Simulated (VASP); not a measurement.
Consider the following.

```
MgTe
1.0
    0.00000     3.18326     3.18326
    3.18326     0.00000     3.18326
    3.18326     3.18326     0.00000
Mg Te
1 1
Direct
  0.00000   0.00000   0.00000
  0.25000   0.25000   0.25000
```

Computed with LDA (Ceperley-Alder, Perdew-Zunger), VASP's LDA PAW potentials (set 64) (plane waves; VASP). Run with 400 eV cut-off, 9×9×9 Γ-centred mesh, Gaussian smearing of 0.010 eV, potentials Mg Te.

Unless said otherwise, spin-orbit coupling is left out, though it shifts the bands of the heavy elements here.

**Question.** What does the run give for the energy per atom (σ→0), band gap (on the k-mesh) with the smallest direct gap where there is one?

**Answer.** 
- band gap (on the k-mesh): 2.41 eV
- smallest direct gap (on the k-mesh): 2.41 eV
- energy per atom (σ→0): -352.5 kJ/mol of atoms

The absolute energy has meaning only against runs of the same code, potentials and settings.

The compound is MgTe in the zinc blende structure, whereas wurtzite is the usual form. It was relaxed first.
